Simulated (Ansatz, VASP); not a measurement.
**Hf2CO2 in two plane-wave programs**

One calculation is typed for both programs; each brings its own data sets. How far apart do they land? The cell is taken from a series of runs on this material, whose earlier steps may have relaxed, scaled, displaced or heated it; both programs get it as it stands.

Program: Ansatz 0.2.0. Level of theory: plane waves, with VASP 6.6.1 beside it; single point at LDA. Results are calculated unless marked as measured.

### Step 1. Set-up

The cell holds 5 atoms: 1 C, 2 Hf and 2 O. Cell: a = 3.260 Å, b = 3.260 Å, c = 20.000 Å, α = 90.0°, β = 90.0°, γ = 120.0°. Vacuum lies along c.

Structure file:

```xyz
5
Lattice="3.2600 0.0000 0.0000 -1.6300 2.8232 0.0000 0.0000 0.0000 20.0000" Properties=species:S:1:pos:R:3
C     0.0000    0.0000   10.0000
Hf    0.0000    1.8822   11.2000
Hf    1.6300    0.9411    8.8000
O     1.6300    0.9411   12.2000
O     0.0000    1.8822    7.8000
```

### Step 2. VASP: single point, LDA

A single point gives forces, pressure and levels at one fixed geometry, so differences don't come from the geometry; what else differs is listed under the comparison.

Lines of VASP's logs that name or quote its potential files are left out, and so is its time.

Input file INCAR:

```
SYSTEM = Hf2CO2
PREC = Accurate
ENCUT = 520
EDIFF = 1E-06
NELM = 120
ISMEAR = 0
SIGMA = 0.1
LREAL = .FALSE.
ALGO = Normal
GGA = PW92
NBANDS = 24
LASPH = .TRUE.
LORBIT = 11
LWAVE = .FALSE.
LCHARG = .FALSE.
ISIF = 2
LDIPOL = .TRUE.
IDIPOL = 3
DIPOL = 0.5 0.5 0.5
LVHAR = .TRUE.
GGA_COMPAT = .FALSE.
EFERMI = MIDGAP
NELMDL = -8
KPAR = 2
```

Input file POSCAR:

```
Hf2CO2
1.0
    3.2600000000      0.0000000000      0.0000000000
   -1.6300000000      2.8232400000      0.0000000000
    0.0000000000      0.0000000000     20.0000000000
C Hf O
1 2 2
Direct
    0.0000000000      0.0000000000      0.5000000000
    0.3333333333      0.6666666667      0.5600000000
    0.6666666667      0.3333333333      0.4400000000
    0.6666666667      0.3333333333      0.6100000000
    0.3333333333      0.6666666667      0.3900000000
```

Input file KPOINTS:

```
Automatic mesh
0
Gamma
6 6 1
0 0 0
```

PAW data sets: C, Hf_pv and O (LDA family, release 64).

Launch:

```sh
> mpirun -np 2 vasp_std
```

Numbers of over 12 decimals in the logs are rounded to 6 here.

The program printed:

```text
[banner, memory and clock lines left out]
running    2 mpi-ranks, on    1 nodes
 distrk:  each k-point on    1 cores,    2 groups
 distr:  one band on    1 cores,    1 groups

 POSCAR found type information on POSCAR C HfO
 POSCAR found :  3 types and       5 ions
|                                                                             |
|               ----> ADVICE to this user running VASP <----                  |
|                                                                             |
|     You enforced a specific xc type in the INCAR file but a different       |
|     [... a line on the potential file left out ...]
|     I HOPE YOU KNOW WHAT YOU ARE DOING!                                     |
|                                                                             |

 LDA part: xc-table for (Slater(with rela. corr.)+PW92), standard interpolation
 POSCAR, INCAR and KPOINTS ok, starting setup
 FFT: planning ... GRIDC
 FFT: planning ... GRID_SOFT
 FFT: planning ... GRID
 WAVECAR not read
 entering main loop
       N       E                     dE             d eps       ncg     rms          rms(c)
DAV:   1     0.233934378484E+03    0.23393E+03   -0.19032E+04   392   0.126E+03
DAV:   2    -0.362784846971E+02   -0.27021E+03   -0.26517E+03   424   0.307E+02
DAV:   3    -0.624742666263E+02   -0.26196E+02   -0.25980E+02   440   0.858E+01
DAV:   4    -0.630114452194E+02   -0.53718E+00   -0.53633E+00   440   0.142E+01
DAV:   5    -0.630238563191E+02   -0.12411E-01   -0.12407E-01   440   0.197E+00
DAV:   6    -0.630243696578E+02   -0.51334E-03   -0.51332E-03   440   0.405E-01
DAV:   7    -0.630243945348E+02   -0.24877E-04   -0.24875E-04   440   0.802E-02
DAV:   8    -0.630243958572E+02   -0.13224E-05   -0.13224E-05   408   0.190E-02    0.897E+01
DAV:   9    -0.545992031695E+02    0.84252E+01   -0.47980E+01   384   0.347E+01    0.707E+01
DAV:  10    -0.554028446339E+02   -0.80364E+00   -0.15123E+01   408   0.252E+01    0.926E+00
DAV:  11    -0.540914611343E+02    0.13114E+01   -0.78718E+00   392   0.173E+01    0.361E+00
DAV:  12    -0.540958146219E+02   -0.43535E-02   -0.50681E-01   424   0.432E+00    0.343E+00
DAV:  13    -0.540910586106E+02    0.47560E-02   -0.41855E-02   432   0.119E+00    0.124E+00
DAV:  14    -0.540906323567E+02    0.42625E-03   -0.75830E-03   424   0.609E-01    0.754E-01
[...]
DAV:  20    -0.540928645577E+02   -0.10281E-03   -0.62136E-06   360   0.999E-03    0.961E-03
DAV:  21    -0.540928948395E+02   -0.30282E-04   -0.19019E-06   328   0.443E-03    0.393E-03
DAV:  22    -0.540929532538E+02   -0.58414E-04   -0.49268E-06   344   0.601E-03    0.951E-03
DAV:  23    -0.540929688294E+02   -0.15576E-04   -0.61010E-07   344   0.325E-03    0.586E-03
DAV:  24    -0.540929833592E+02   -0.14530E-04   -0.45516E-07   320   0.215E-03    0.917E-04
DAV:  25    -0.540929864395E+02   -0.30803E-05   -0.12168E-07   288   0.107E-03    0.529E-04
DAV:  26    -0.540929878542E+02   -0.14147E-05   -0.47863E-08   272   0.777E-04    0.444E-04
DAV:  27    -0.540929879774E+02   -0.12314E-06   -0.12172E-08   264   0.320E-04
   1 F= -.54092988E+02 E0= -.54092988E+02  d E =-.267127E-17
```

From OUTCAR (step 2):

```text
ion  position               nearest neighbor table
   1  0.000  0.000  0.500-   2 2.23   3 2.23   3 2.23   2 2.23   3 2.23   2 2.23
   2  0.333  0.667  0.560-   4 2.13   4 2.13   4 2.13   1 2.23   1 2.23   1 2.23   3 3.05   3 3.05
                             3 3.05
   3  0.667  0.333  0.440-   5 2.13   5 2.13   5 2.13   1 2.23   1 2.23   1 2.23   2 3.05   2 3.05
                             2 3.05
   4  0.667  0.333  0.610-   2 2.13   2 2.13   2 2.13
   5  0.333  0.667  0.390-   3 2.13   3 2.13   3 2.13

  LATTYP: Found a hexagonal cell.
 ALAT       =     3.2600000000
 C/A-ratio  =     6.1349693252

 Subroutine GETGRP returns: Found 12 space group operations
 (whereof 12 operations were pure point group operations)

The static configuration has the point symmetry D_3d.

 Found      7 irreducible k-points:

   k-points           NKPTS =      7   k-points in BZ     NKDIM =      7   number of bands    NBANDS=     24

   dimension x,y,z NGX =    24 NGY =   24 NGZ =  150
   dimension x,y,z NGXF=    48 NGYF=   48 NGZF=  300

   ENCUT  =  520.0 eV  38.22 Ry    6.18 a.u.   6.06  6.06 37.19*2*pi/ulx,y,z

   NELECT =      36.0000    total number of electrons

 k-points in reciprocal lattice and weights: Automatic mesh
   0.00000000  0.00000000  0.00000000       0.028
   0.16666667  0.00000000  0.00000000       0.167
   0.33333333  0.00000000  0.00000000       0.167
   0.50000000  0.00000000  0.00000000       0.083
   0.16666667  0.16666667  0.00000000       0.167
   0.33333333  0.16666667  0.00000000       0.333
   0.33333333  0.33333333  0.00000000       0.056

 dipolmoment           0.000000      0.000000     -0.000000 electrons x Angstroem

 average (electrostatic) potential at core
       1 -60.0910       2 -44.8059       3 -44.8059       4 -78.6927       5 -78.6927

 E-fermi :  -2.9196

 k-point     1 :       0.0000    0.0000    0.0000
  band No.  band energies     occupation
    ...
     14      -6.7722      2.00000
     15      -6.3322      2.00000
     16      -4.0317      2.00000
     17      -3.5163      2.00000
     18      -3.5163      2.00000
     19      -1.2966      0.00000
     20      -1.2966      0.00000
     21      -0.2138      0.00000
     22       1.7394      0.00000
     23       1.7419      0.00000
    ...

 k-point     2 :       0.1667    0.0000    0.0000
  band No.  band energies     occupation
    ...
     14      -6.6367      2.00000
     15      -5.9402      2.00000
     16      -5.0572      2.00000
     17      -4.2403      2.00000
     18      -3.7108      2.00000
     19      -1.4861      0.00000
     20      -0.3012      0.00000
     21       0.2212      0.00000
     22       1.7456      0.00000
     23       1.9423      0.00000
    ...

 k-point     3 :       0.3333    0.0000    0.0000
  band No.  band energies     occupation
    ...
     14      -6.4930      2.00000
     15      -6.4618      2.00000
     16      -5.1451      2.00000
     17      -4.6283      2.00000
     18      -4.1545      2.00000
     19      -2.1021      0.00000
     20       1.0930      0.00000
     21       1.3345      0.00000
     22       1.7071      0.00000
     23       2.6933      0.00000
    ...

  Total       -2.2571942     -2.2571897      6.3216333     -0.0000000      0.0000000      0.0000000
  in kB      -19.6464509    -19.6464117     55.0230278     -0.0000000      0.0000000      0.0000000
  external PRESSURE =       5.2433884 kB  Pullay stress =       0.0000000 kB

  energy-cutoff  :      520.00
  volume of cell :      184.08
      direct lattice vectors                 reciprocal lattice vectors
     3.260000000  0.000000000  0.000000000     0.306748466  0.177101486  0.000000000
    -1.630000000  2.823240000  0.000000000     0.000000000  0.354202972  0.000000000
     0.000000000  0.000000000 20.000000000     0.000000000  0.000000000  0.050000000

 POSITION                                       TOTAL-FORCE (eV/Angst)
 -----------------------------------------------------------------------------------
      0.00000      0.00000     10.00000         0.000000     -0.000000      0.000000
     -0.00000      1.88216     11.20000         0.000000      0.000000      5.263028
      1.63000      0.94108      8.80000        -0.000000     -0.000000     -5.263028
      1.63000      0.94108     12.20000        -0.000000      0.000000     -1.422277
     -0.00000      1.88216      7.80000         0.000000     -0.000000      1.422277
 -----------------------------------------------------------------------------------
    total drift:                               -0.000000      0.000000      0.000000

  FREE ENERGIE OF THE ION-ELECTRON SYSTEM (eV)
  ---------------------------------------------------
  free  energy   TOTEN  =       -54.0929879774 eV

  energy  without entropy=      -54.0929879774  energy(sigma->0) =      -54.09298798

 vacuum level on the upper side and lower side of the slab         3.670         3.670

 total charge
# of ion       s       p       d       tot
------------------------------------------
    1        0.870   1.649   0.000   2.520
    2        0.337   6.728   1.673   8.738
    3        0.337   6.728   1.673   8.738
    4        1.558   3.436   0.000   4.994
    5        1.558   3.436   0.000   4.994
--------------------------------------------------
tot          4.661  21.977   3.346  29.984

[... 3 further parts left out ...]
```

The run ends at a pressure of 0.52 GPa, with forces up to 5.3 eV/Å.

### Step 3. Ansatz: single point, LDA

Ansatz runs on its PAW soft_1 files.

The same cell, functional (in two slightly different forms), mesh and smearing now go to Ansatz, which takes its cutoff from its data sets.

Input file input.yaml:

```yaml
crystal:
  lattice:
    - [3.26, 0.0, 0.0]
    - [-1.63, 2.82324, 0.0]
    - [0.0, 0.0, 20.0]
  atoms:
    - { symbol: C, position: [0.0, 0.0, 0.5] }
    - { symbol: Hf, position: [0.333333, 0.666667, 0.56] }
    - { symbol: Hf, position: [0.666667, 0.333333, 0.44] }
    - { symbol: O, position: [0.666667, 0.333333, 0.61] }
    - { symbol: O, position: [0.333333, 0.666667, 0.39] }
  periodic: [true, true, false]
kpoints:
  mp_grid: { grid: [6, 6, 1] }
hamiltonian:
  xc: lda
  pseudopotentials: { kind: paw, azcp: { folder: soft_1 }, xc_functional: pbe }
scf:
  occupations: { method: gaussian, width: 0.1 }
output:
  forces: true
  stress: true
  eigenvalues: true
```

Launch:

```sh
> ansatz run input.yaml --threads 8 --pin off --max-ram 16384MiB --backend cpu --events-out ev --progress --plain --runs-dir out
```

The program printed:

```text
Warning: crystal.periodic: the lattice vector that does not repeat stood 0.000° off the slab's normal, 20.000 Å along it as the deck builds it. The run solves the slab on a vector along the normal, 32.600 Å long, with every atom where it was (on the deck's vector they left 15.60 Å outside them, and the widest stretch free of ions among them is 1.20 Å). A fractional position that the run reports is one of the run's ce [...]
Warning: the atoms were moved onto the symmetric positions of the space group found under crystal.symmetry.tolerance 1.0e-5 (fractional; no operation is sought that the atoms, as they stand in a round, miss by more than twice it, and no atom is moved by as much as it), and the run uses the moved positions. Before a round's move an operation carried an atom to 3.26e-6 Å from where it should land, the largest such dist [...]
crystal.periodic: the lattice vector that does not repeat stood 0.000° off the slab's normal, 20.000 Å along it as the deck builds it. The run solves the slab on a vector along the normal, 32.600 Å long, with every atom where it was (on the deck's vector they left 15.60 Å outside them, and the widest stretch free of ions among them is 1.20 Å). A fractional position that the run reports is one of the run's cell, which [...]
Engine: ansatz 0.2.0, aarch64-unknown-linux-gnu
Pseudopotentials: kind: paw
Pseudopotential: C, paw, valence charge 4, recommended cutoff 420 eV (normal), soft_1/C.paw.azcp
Pseudopotential: Hf, paw, valence charge 26, recommended cutoff 420 eV (normal), soft_1/Hf.paw.azcp
Pseudopotential: O, paw, valence charge 6, recommended cutoff 420 eV (normal), soft_1/O.paw.azcp
Functional definition: SPW92
  exchange = slater_x
  correlation = pw_c
Crystal: 5 atoms, lattice volume = 300.043 Å³
Basis set: ecut = 420 eV, 5977 PW (Γ)
Bands: 41, of which v1, the nominal top of the filled ones, is band 34 counted from 1 (33 counted from 0)
Symmetry: 12 space group operations
Space group: P-3m1 (ITA 164), of the structure as read, at distance tolerance 6.7e-5 Å
k-points: 7 of 36
Non-local potential: C, projectors of the file, l = 0: 2, l = 1: 2, l = 2: 1
Non-local potential: Hf, projectors of the file, l = 0: 3, l = 1: 2, l = 2: 2, l = 3: 3
Non-local potential: O, projectors of the file, l = 0: 2, l = 1: 2, l = 2: 1
PAW form: soft (Blöchl's): semilocal exchange-correlation on the pseudo side does not see the compensation charge
PAW frozen core: C, regenerated for the run's functional, and the local potential with it (the file was generated under x = pbe(κ = 0.804, μ = 0.219515), c = pbe(β = 0.066725))
PAW frozen core: Hf, regenerated for the run's functional, and the local potential with it (the file was generated under x = pbe(κ = 0.804, μ = 0.219515), c = pbe(β = 0.066725))
PAW frozen core: O, regenerated for the run's functional, and the local potential with it (the file was generated under x = pbe(κ = 0.804, μ = 0.219515), c = pbe(β = 0.066725))
PAW one-centre angular grid: C, 110 points (default); XC on 64 Gauss nodes
PAW one-centre angular grid: Hf, 590 points (default); XC on 64 Gauss nodes
PAW one-centre angular grid: O, 110 points (default); XC on 64 Gauss nodes
Initial density: superposition of atomic densities (neutral atoms: chi_scale 0, normalization atom)
Initial wavefunctions: pseudopotential atomic-orbital guess
Functional: x = slater, c = lda
SCF iter   1: F=—  HF=-32320.162088 eV  |F-HF|=—  |Δ(HF+E_count)|=         —  Δρ=7.51e-2  dr2=2.12e1  ethr=3.10e-3  ⟨swp⟩=12.0  Hψ=1815  notcnv=0  defer=5
preconditioner: auto → Resta (q_TF=auto, 2.130 Å⁻¹)  ε∞=2.0  [insulator: Δε(μ)=3.131 eV  Ē_g=17.226 eV  σ=0.100 eV  W_gap=1.00  n_scr=22 (ndim 8)  ℏωp=17.1 eV  f_vac=0.772  D(μ)=0.00/eV (n_scr^D=0)  ε∞_Penn≈2.0  vacuum switching on, ρ_ref=2.2e-2 e/Å³]
SCF iter   2: F=—  HF=-32315.140835 eV  |F-HF|=—  |Δ(HF+E_count)|=    5.02e0  Δρ=4.11e-2  dr2=3.82e0  ethr=3.10e-3  ⟨swp⟩=5.1  Hψ=942  notcnv=0  defer=9
SCF iter   3: F=—  HF=-32314.400358 eV  |F-HF|=—  |Δ(HF+E_count)|=   7.40e-1  Δρ=1.30e-2  dr2=5.79e-1  ethr=3.10e-3  ⟨swp⟩=3.9  Hψ=719  notcnv=0  defer=9
SCF iter   4: F=—  HF=-32314.288356 eV  |F-HF|=—  |Δ(HF+E_count)|=   1.12e-1  Δρ=6.88e-3  dr2=9.19e-2  ethr=8.52e-4  ⟨swp⟩=3.0  Hψ=535  notcnv=0  defer=9
SCF iter   5: F=—  HF=-32314.279943 eV  |F-HF|=—  |Δ(HF+E_count)|=   8.41e-3  Δρ=2.42e-3  dr2=1.13e-2  ethr=1.35e-4  ⟨swp⟩=3.0  Hψ=637  notcnv=0  defer=9
SCF iter   6: F=—  HF=-32314.276093 eV  |F-HF|=—  |Δ(HF+E_count)|=   3.85e-3  Δρ=8.66e-4  dr2=1.60e-3  ethr=1.67e-5  ⟨swp⟩=4.1  Hψ=769  notcnv=0  defer=9
SCF iter   7: F=—  HF=-32314.276128 eV  |F-HF|=—  |Δ(HF+E_count)|=   3.51e-5  Δρ=5.87e-4  dr2=1.20e-3  ethr=2.35e-6  ⟨swp⟩=3.0  Hψ=631  notcnv=0  defer=9
SCF iter   8: F=—  HF=-32314.275912 eV  |F-HF|=—  |Δ(HF+E_count)|=   2.16e-4  Δρ=2.70e-4  dr2=2.44e-4  ethr=1.77e-6  ⟨swp⟩=2.3  Hψ=406  notcnv=0  defer=9
SCF iter   9: F=—  HF=-32314.275879 eV  |F-HF|=—  |Δ(HF+E_count)|=   3.39e-5  Δρ=4.27e-5  dr2=3.90e-6  ethr=3.59e-7  ⟨swp⟩=3.1  Hψ=606  notcnv=0  defer=9
SCF iter  10: F=—  HF=-32314.275718 eV  |F-HF|=—  |Δ(HF+E_count)|=   1.61e-4  Δρ=1.93e-5  dr2=8.62e-7  ethr=5.73e-9  ⟨swp⟩=4.0  Hψ=744  notcnv=0  defer=9
SCF iter  11: F=—  HF=-32314.275717 eV  |F-HF|=—  |Δ(HF+E_count)|=   2.43e-7  Δρ=6.08e-6  dr2=1.01e-7  ethr=1.27e-9  ⟨swp⟩=3.9  Hψ=743  notcnv=0  defer=9
SCF iter  12: F=-32314.275717 eV  HF=-32314.275717 eV  |F-HF|=6.88e-9  |Δ(HF+E_count)|=   2.67e-8  Δρ=1.35e-6  dr2=5.07e-9  ethr=1.47e-10  ⟨swp⟩=23.6  Hψ=2663  notcnv=0
SCF 1 converged in 12 iterations: F = -32314.275717 eV  dr2 = 5.07e-9
  greatest PAW one-centre occupation: 0.998 electrons in one spin orbital (limit 2), on the Hf atom at site 2 (counted from 0), in its partial waves of l = 3
SCF converged after 12 iterations
Free energy (F): -32314.275717 eV
Harris-Foulkes:  -32314.275717 eV  (|F-HF|=6.88e-9)
Internal energy: -32314.275717 eV  (E = F + TS)
E sigma→0 (E₀):  -32314.275717 eV
Fermi energy:    -6.511860 eV
--- Per-component energies (eV) ---
  E_band       = -1516.899181
  E_kinetic    = 1241.575263
  E_local      = -307093.147426  (includes V_loc(G=0)·N_el)
  E_nonlocal   = 286.739670
  E_hartree    = 152520.721512
  E_xc         = -718.290948
  E_vxc        = -751.414668  (∫ρ·V_xc dr)
  E_paw        = -15310.519203  (= ΣΔE_a)
  E_vpaw       = -242.096054  (= ΣTr[D̂ρ^β])
  E_aug_tail   = 0.001732  (compensation charges beyond the density's cutoff)
  E_ewald      = 136753.472830
  E_core_change = 5.170851  (= ΣΔE_core)
  E_smearing   = -0.000000  (= −TS)
  E_closure    = -0.000000  (closes the sum)
  Σ components = -32314.275717   (vs F -32314.275717, Δ=0.00e0)
--- Forces (eV/Å), atoms counted from 1 ---
  atom   1  C      0.00000000     0.00000000     0.00000000
  atom   2  Hf     0.00000000    -0.00000000     5.10969156
  atom   3  Hf     0.00000000     0.00000000    -5.10969156
  atom   4  O      0.00000000    -0.00000000    -1.24969838
  atom   5  O      0.00000000     0.00000000     1.24969838
  max |Σ_I F_I| component: 8.88e-16 eV/Å
--- 2D stress c σ (N/m, compression-positive) ---
       -3.084524       0.000000       0.000000
        0.000000      -3.084524       0.000000
        0.000000       0.000000       0.000000
  P = ½ c Tr σ = -3.0845 N/m
--- Band table (eV; the first three rows and the last of 7) ---
  k-point 0: bands = [... 30 lower, -9.9538, -7.5943, -7.0762, -7.0762, -4.9190, -4.9190, -3.8270, -1.9262 (-1.9262°), ... 3 higher]
  k-point 1: bands = [... 30 lower, -9.5526, -8.6484, -7.8261, -7.2974, -5.0994, -3.9181, -3.3898, -1.9109, ... 3 higher]
  k-point 2: bands = [... 30 lower, -10.1022, -8.7928, -8.2317, -7.7582, -5.7191, -2.5360, -2.2963, -1.9420, ... 3 higher]
  k-point 6: bands = [... 30 lower, -9.8128, -8.8983, -8.7514, -8.7514, -3.7580, -3.3674, -3.3674, -0.8912, ... 3 higher]
  ° read free of the cell's end (the report's vacuum.weakly_bound_levels)
```

### Step 4. Differences

Known differences besides the potentials themselves: Ansatz cuts the interaction across the vacuum, VASP repeats the sheet with a dipole correction; the data sets hold 68 valence electrons in Ansatz (on its PAW soft_1 files) and 36 in VASP; the cutoff is 420 eV in Ansatz and 520 eV in VASP; VASP's log shows a relativistic correction to its local exchange, Ansatz's none. Total energies have different zeros and are not compared.

Compared:

| quantity | Ansatz | VASP | difference |
| --- | --- | --- | --- |
| gap on the k mesh (eV) | 1.132 | 1.194 | -0.061 |

Forces (eV/Å; atoms numbered as in POSCAR):

| atom | Ansatz x, y, z | VASP x, y, z |
| --- | --- | --- |
| C1 | 0.000, 0.000, 0.000 | 0.000, 0.000, 0.000 |
| Hf2 | 0.000, 0.000, 5.110 | 0.000, 0.000, 5.263 |
| Hf3 | 0.000, 0.000, -5.110 | 0.000, 0.000, -5.263 |
| O4 | 0.000, 0.000, -1.250 | 0.000, 0.000, -1.422 |
| O5 | 0.000, 0.000, 1.250 | 0.000, 0.000, 1.422 |

The forces differ by 84 meV/Å r.m.s., which is 4.2 % of the r.m.s. force of 1.991 eV/Å (both taken over all components). A gap on the mesh is an upper bound, since the band edges may lie between its points; neither run holds spin-orbit coupling, which can move the band edges of a compound of Hf. With vacuum in the cell, a pressure given here is an average over mostly empty space and none of the material.

### Step 5. Further runs

Further runs change the set-up of one program: Ansatz's method, potentials or start, or VASP's data sets, cutoff or form of LDA. The table gives Ansatz less VASP for each quantity, since a change that brings one quantity closer may part another.

| run | r.m.s. force difference (meV/Å) | gap on the k mesh (eV) |
| --- | --- | --- |
| as above | 84 | -0.061 |
| VASP with the data sets C, Hf_sv and O | 58 | -0.063 |

### Step 6. Summary of results

```
r.m.s. force difference (single point, LDA)         : 4.2 % of the r.m.s. force
difference in gap on the k mesh (single point, LDA) : -0.061 eV
```

The r.m.s. force difference is 4.2 % of the r.m.s. force (single point, LDA), beyond the 3 % picked in this series as the mark of a large difference. The data sets hold unlike numbers of valence electrons (68 in Ansatz and 36 in VASP), so part of the differences comes from the potentials. Single point, LDA, VASP with the data sets C, Hf_sv and O: r.m.s. force difference goes from 84 to 58 meV/Å. Such differences can come from data sets, numerical settings and the points named under the comparisons, not from the functional's error against experiment.

[Lines on the potential files, build, host, timing and source positions are cut from VASP's logs without a mark.]

[Logs are printed without paths, hosts, clocks, repeated set-up lines and the standing remarks that a program may print on its own settings, such as how far it seeks lower states.]

[Hosts, paths, dates, database ids (printed as entryN), source tags and the programs' standing remarks are cut or masked in the printed files.]
